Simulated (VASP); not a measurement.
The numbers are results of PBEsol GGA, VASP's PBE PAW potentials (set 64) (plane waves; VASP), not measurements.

A VASP calculation is set up with these files.

**POSCAR**
```
Zn4SSe3
1.0
  0.0020169850   5.5710440884   5.5612986685
  5.5710440884   0.0020169850   5.5612986685
  2.7865305367   2.7865305367   0.0000000000
Zn Se S
4 3 1
Cartesian
  5.5730610734   5.5730610734  11.1202233376
  2.8277662886   5.5318253215   8.3050331449
  5.5318253215   2.8277662886   8.3050331449
  5.5730610734   5.5730610734   5.6371426276
  1.3932652681   1.3932652681   1.3953621582
  4.1741337976   1.3989272758   4.1701399495
  1.3989272758   4.1741337976   4.1701399495
  4.1797958051   4.1797958051   6.9486137032
```

**KPOINTS**
```
Automatic mesh
0
Gamma
3 3 6
0 0 0
```

INCAR:
```
ALGO = Normal
EDIFF = 1E-6
EDIFFG = -0.02
ENCUT = 400
GGA = PS
IBRION = 2
ISIF = 3
ISMEAR = 0
LASPH = .TRUE.
LCHARG = .FALSE.
LMAXMIX = 4
LREAL = .FALSE.
LWAVE = .FALSE.
NELM = 100
NSW = 60
PREC = Accurate
SIGMA = 0.05
SYSTEM = Zn4SSe3
```

POTCAR, in this order: Zn Se S (PBE.64 set). Program: vasp_std.

Estimate the energy per atom (σ→0), volume per atom, band gap (on the k-mesh).

| Item | Result |
|---|---|
| energy per atom (σ→0) | -3.476 eV/atom |
| band gap (on the k-mesh) | 1.32 eV |
| volume per atom | 21.54 Å^3/atom |

File OSZICAR:
```
...
       N       E                     dE             d eps       ncg     rms          rms(c)
DAV:   1    -0.278125084028E+02   -0.68722E-03   -0.76718E-02  1658   0.182E+00    0.191E-01
DAV:   2    -0.278120838985E+02    0.42450E-03   -0.38275E-03  1752   0.819E-01    0.772E-02
DAV:   3    -0.278120139883E+02    0.69910E-04   -0.17666E-04  1607   0.878E-02    0.412E-02
DAV:   4    -0.278119857207E+02    0.28268E-04   -0.27314E-05  1733   0.848E-02    0.103E-02
DAV:   5    -0.278119852352E+02    0.48553E-06   -0.11868E-05  1573   0.417E-02    0.420E-03
DAV:   6    -0.278119853236E+02   -0.88471E-07   -0.18891E-06   955   0.176E-02
   5 F= -.27811985E+02 E0= -.27811985E+02  d E =-.164479E-03
```

The structure was generated: Zn4SSe3 was put into an ordered model structure (Amm2), which need not be its known phase. This run relaxes it. Symmetry was kept, so distortions that lower it aren't found. The start is the result of an earlier pass.
